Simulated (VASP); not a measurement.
# Pb4S3Se (ordered alloy cell): computed properties

Level of theory: PBEsol GGA, VASP's PBE PAW potentials (set 64) (plane waves; VASP).

```json
{
 "space_group": "Cmmm (65)",
 "cell": "a = 8.4154 Å, b = 11.9033 Å, c = 4.2092 Å, α = β = γ = 90.00°",
 "volume_per_atom": "26.35 Å^3/atom",
 "band gap (over mesh and band path)": "0.12 eV",
 "smallest direct gap (over mesh and band path)": "0.13 eV",
 "band_edge_character": "indirect, Γ to T",
 "density": "7.91 g/cm³"
}
```

Pb$_{4}$S$_{3}$Se is taken in the orthorhombic space group Cmmm (No. 65), Pearson symbol oS16. Cell: a = 8.4154 Å, b = 11.9033 Å, c = 4.2092 Å, α = 90.00°, β = 90.00°, γ = 90.00°. Pb1 on 4i is coordinated by 5 S at 2.939–2.976 Å and 1 Se at 3.013 Å (octahedral). Pb2 on 4h has 4 S at 2.939–2.976 Å and 2 Se at 3.013 Å (octahedral). Se on 2a is surrounded by 6 Pb at 3.013 Å (octahedral). S1 on 4f is surrounded by 6 Pb at 2.976 Å (octahedral). S2 on 2b has 6 Pb at 2.939 Å (octahedral). (Neighbours: up to the widest gap in distance over summed covalent radii, below 1.35, at either atom; cation-cation and far metal-metal contacts left out.)
(The calculation used a cell of 8 atoms; values per cell refer to that cell.)

Unless said otherwise, spin-orbit coupling is left out, though it shifts the bands of the heavy elements here.

The structure was generated: Pb4S3Se was put into an ordered model structure (Cmmm), which need not be its known phase. It was relaxed first. Symmetry was kept, so distortions that lower it aren't found.
